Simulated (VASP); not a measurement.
Crystal: Cr2O3.

```
CELL_PARAMETERS angstrom
2.47850 1.43096 4.53077
-2.47850 1.43096 4.53077
0.00000 -2.86193 4.53077
ATOMIC_POSITIONS crystal
Cr 0.34748 0.34748 0.34748
Cr 0.15252 0.15252 0.15252
Cr 0.65252 0.65252 0.65252
Cr 0.84748 0.84748 0.84748
O 0.55580 0.94420 0.25000
O 0.25000 0.55580 0.94420
O 0.94420 0.25000 0.55580
O 0.44420 0.05580 0.75000
O 0.75000 0.44420 0.05580
O 0.05580 0.75000 0.44420
```

- Program: VASP 6.6.1
- Task: relaxation of cell and atoms
- Functional: PBE
- Potentials or basis: VASP PAW PBE potentials, release 64 (Cr_pv, O)
- Cutoff: 600 eV
- k mesh: 9 × 9 × 9
- Occupations: methfessel-paxton, width 0.1 eV
- Spin: collinear spin, ferromagnetic start
- Starting moments: [3.0, 3.0, 3.0, 3.0, 0.0, 0.0, 0.0, 0.0, 0.0, 0.0] μB
- Hubbard terms: Cr d U = 3.7 eV

At the start: pressure 15.6 GPa; volume 9.64 Å³/atom.

Q: Where does the relaxation end?

A: Over 10 steps the energy falls by 34.6 meV/atom and the volume is 10.30 Å³/atom (+6.8 %); space group R-3c (No. 167, to 0.05 Å); moment 12.00 μB per cell.

Step by step:
```tsv
step	energy change (eV)	largest force (eV/Å)	pressure (GPa)	volume (Å³)
1	0.0000	0.5790	15.63	96.41
2	-0.0287	0.3814	-12.15	110.14
3	-0.3203	0.2883	-0.43	103.09
4	-0.3203	0.2856	-0.11	102.96
5	-0.3384	0.1078	-0.07	103.01
6	-0.3430	0.0859	0.00	103.06
7	-0.3452	0.0146	-0.13	103.07
8	-0.3455	0.0268	-0.20	103.07
9	-0.3455	0.0084	0.32	102.85
10	-0.3457	0.0085	0.02	102.95
```

Final structure:
```xyz
10
Lattice="2.5445 1.4691 4.5901 -2.5445 1.4691 4.5901 0.0000 -2.9382 4.5901" Properties=species:S:1:pos:R:3 pbc="T T T"
Cr    0.0000    0.0000    4.8150
Cr    0.0000    0.0000    2.0702
Cr    0.0000    0.0000    8.9553
Cr    0.0000    0.0000   11.7001
O    -1.0133    1.4691    8.0327
O    -0.7656   -1.6121    8.0327
O     1.7789    0.1430    8.0327
O     1.0133   -1.4691    5.7376
O     0.7656    1.6121    5.7376
O    -1.7789   -0.1430    5.7376
```

Caveat: only a ferromagnetic start was run, and an antiferromagnetic order may lie lower in energy.
